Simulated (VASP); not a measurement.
Level of theory: r2SCAN meta-GGA, VASP's PBE PAW potentials (set 64) (plane waves; VASP 6.6.1).

A VASP calculation is set up with these files.

File KPOINTS_OPT:
```
k-points along high-symmetry lines
6
Line-mode
Reciprocal
  0.000000   0.000000   0.000000 ! GAMMA
  0.500000   0.000000   0.000000 ! M

  0.500000   0.000000   0.000000 ! M
  0.333333   0.333333   0.000000 ! K

  0.333333   0.333333   0.000000 ! K
  0.000000   0.000000   0.000000 ! GAMMA

  0.000000   0.000000   0.000000 ! GAMMA
  0.000000   0.000000   0.500000 ! A

  0.000000   0.000000   0.500000 ! A
  0.500000   0.000000   0.500000 ! L

  0.500000   0.000000   0.500000 ! L
  0.333333   0.333333   0.500000 ! H

  0.333333   0.333333   0.500000 ! H
  0.000000   0.000000   0.500000 ! A

  0.500000   0.000000   0.500000 ! L
  0.500000   0.000000   0.000000 ! M

  0.333333   0.333333   0.500000 ! H
  0.333333   0.333333   0.000000 ! K
```

### POSCAR
```
SiW
3.4802140
  0.9023584940   0.0000000136   0.0000000000
 -0.4511793664   0.7814653583   0.0000000000
  0.0000000000   0.0000000000   0.9999998823
W Si
1 1
direct
  0.0000000000   1.0000000000   0.0000000000
  0.6666670000   0.3333330000   0.5000000000
```

### INCAR
```
SYSTEM = SiW
PREC = Accurate
ENCUT = 400
EDIFF = 1E-7
NELM = 100
ALGO = Normal
LREAL = .FALSE.
LASPH = .TRUE.
ISMEAR = -5
METAGGA = R2SCAN
LMIXTAU = .TRUE.
LMAXMIX = 6
LWAVE = .FALSE.
LCHARG = .FALSE.
LORBIT = 11
NEDOS = 601
ISIF = 2
```

### KPOINTS
```
Regular mesh
0
Gamma
  15 15 12
0 0 0
```

POTCAR, in this order: W_sv Si (PBE.64 set). Program: vasp_std.

What VASP printed:

OSZICAR:
```
       N       E                     dE             d eps       ncg     rms          rms(c)
DAV:   1     0.488838859790E+02    0.48884E+02   -0.84846E+03  4951   0.125E+03
DAV:   2    -0.624989890829E+02   -0.11138E+03   -0.10885E+03  5549   0.325E+02
DAV:   3    -0.651398536414E+02   -0.26409E+01   -0.26116E+01  6209   0.477E+01
DAV:   4    -0.651612652261E+02   -0.21412E-01   -0.21407E-01  5359   0.479E+00
DAV:   5    -0.651615224373E+02   -0.25721E-03   -0.25729E-03  6074   0.538E-01    0.244E+01
DAV:   6    -0.602135808102E+02    0.49479E+01   -0.38766E+00  5389   0.239E+01    0.570E+00
DAV:   7    -0.600896226300E+02    0.12396E+00   -0.23026E-01  5714   0.434E+00    0.306E+00
DAV:   8    -0.602621883796E+02   -0.17257E+00   -0.21954E-01  5484   0.500E+00    0.661E-01
DAV:   9    -0.601983784259E+02    0.63810E-01   -0.11525E-01  5304   0.367E+00    0.386E-01
DAV:  10    -0.602023803737E+02   -0.40019E-02   -0.24311E-03  5764   0.419E-01    0.259E-01
DAV:  11    -0.602055865735E+02   -0.32062E-02   -0.74320E-03  5429   0.902E-01    0.289E-01
DAV:  12    -0.602053172960E+02    0.26928E-03   -0.88767E-04  5049   0.316E-01    0.973E-02
DAV:  13    -0.602060430535E+02   -0.72576E-03   -0.35604E-04  5219   0.196E-01    0.732E-02
DAV:  14    -0.602060040457E+02    0.39008E-04   -0.59576E-05  5894   0.763E-02    0.383E-02
DAV:  15    -0.602060415294E+02   -0.37484E-04   -0.14709E-05  5269   0.470E-02    0.104E-02
DAV:  16    -0.602060216463E+02    0.19883E-04   -0.26905E-06  5929   0.155E-02    0.101E-03
DAV:  17    -0.602060283816E+02   -0.67353E-05   -0.31667E-07  5169   0.668E-03    0.887E-04
DAV:  18    -0.602060234678E+02    0.49138E-05   -0.50042E-08  2602   0.247E-03    0.454E-04
DAV:  19    -0.602060249236E+02   -0.14558E-05   -0.21161E-08  2532   0.155E-03    0.127E-04
DAV:  20    -0.602060242495E+02    0.67408E-06   -0.30972E-09  2512   0.470E-04    0.119E-04
DAV:  21    -0.602060243173E+02   -0.67827E-07   -0.44277E-10  2512   0.221E-04
   1 F= -.60206024E+02 E0= -.60206024E+02  d E =0.000000E+00
       N       E                     dE             ncg
```

### OUTCAR
```
------------------------ aborting loop because EDIFF is reached ----------------------------------------
  FORCE on cell =-STRESS in cart. coord.  units (eV):
  Direction    XX          YY          ZZ          XY          YZ          ZX
  --------------------------------------------------------------------------------------
  Total       -0.0362035     -0.0362035      0.1193256      0.0000000     -0.0000000      0.0000000
  in kB       -1.9514361     -1.9514360      6.4318722      0.0000003     -0.0000000      0.0000000
  external PRESSURE =       0.8430000 kB  Pullay stress =       0.0000000 kB
  volume of cell :       29.72
      direct lattice vectors                 reciprocal lattice vectors
     3.140400664  0.000000048  0.000000000     0.318430703  0.183846106  0.000000000
    -1.570200747  2.719666680  0.000000000    -0.000000006  0.367692114  0.000000000
     0.000000000  0.000000000  3.480213591     0.000000000  0.000000000  0.287338686
 POSITION                                       TOTAL-FORCE (eV/Angst)
 -----------------------------------------------------------------------------------
      0.00000      0.00000      0.00000        -0.000000      0.000000      0.000000
      1.57020      0.90655      1.74011         0.000000      0.000000      0.000000
 -----------------------------------------------------------------------------------
    total drift:                                0.000005     -0.000006     -0.000000
  FREE ENERGIE OF THE ION-ELECTRON SYSTEM (eV)
  ---------------------------------------------------
  free  energy   TOTEN  =       -60.2060243173 eV

  energy  without entropy=      -60.2060243173  energy(sigma->0) =      -60.20602432

 total charge

# of ion       s       p       d       tot
------------------------------------------
    1        2.318   6.293   3.483  12.094
    2        0.756   0.978   0.000   1.734
--------------------------------------------------
tot          3.074   7.271   3.483  13.829
```
(Selected blocks of OUTCAR.)

For a metal the tetrahedron method with Blöchl corrections gives inexact stress and forces.

The structure was generated: SiW was put into the WC type (P-6m2), which need not be its known phase. It was relaxed first, which changed the volume by -14 %.
